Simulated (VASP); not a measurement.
Given:

```
CoSn
1.0
    5.24604     0.00000     0.00000
   -2.62302     4.54320     0.00000
    0.00000     0.00000     4.18759
Co Sn
3 3
Direct
  0.00174   0.48002   0.98819
  0.51079   0.01532   0.97187
  0.50226   0.51017   0.98058
  0.66775   0.34784   0.50658
  0.33343   0.64980   0.54029
  0.98403   0.99686   0.01248
```

All values below come from PBEsol GGA with D3 dispersion (Becke-Johnson damping), VASP's PBE PAW potentials (set 64) (plane waves; VASP). Numerical set-up: 300 eV cut-off, 6×6×6 Γ-centred mesh, first-order Methfessel-Paxton smearing of 0.10 eV, potentials Co Sn_d.

At this cut-off the stress carries a Pulay error, which pulls relaxed volumes low. Energy and stress use the plane-wave basis of the starting cell.

Problem. The ions, cell shape and volume are relaxed. Predict the relaxed structure.

Solution. 
```
CoSn
1.0
    5.16624    -0.00003     0.00008
   -2.58334     4.47323    -0.00019
    0.00025    -0.00022     4.12447
Co Sn
3 3
Cartesian
  3.87472   2.23547   0.00043
 -0.00135   4.47283   4.12382
  1.29233   2.23795   0.00055
  2.58337   1.49085   2.06238
  0.00014   2.98150   2.06248
  0.00023   0.00034   4.12342
```
Space group P6/mmm (191), at a tolerance of 0.03 Å.

Problem. How do energy and volume change from the first to the last step?

Solution. The energy (σ→0) changes by -136.7 meV/atom and the volume by -4.5 %, in 25 ionic steps.

The structure comes from a computed database's CoSn entry; how it stands against other phases isn't given here. This run relaxes it. The run is one of a series of settings (EDIFFG = -0.01, IBRION = 2, ISIF = 3, IVDW = 12, NSW = 50 against the base run), some of them coarse on purpose. The run is not spin-polarised, so no magnetic state was tried. The electron count is odd and the run is not spin-polarised, which forces a metal.
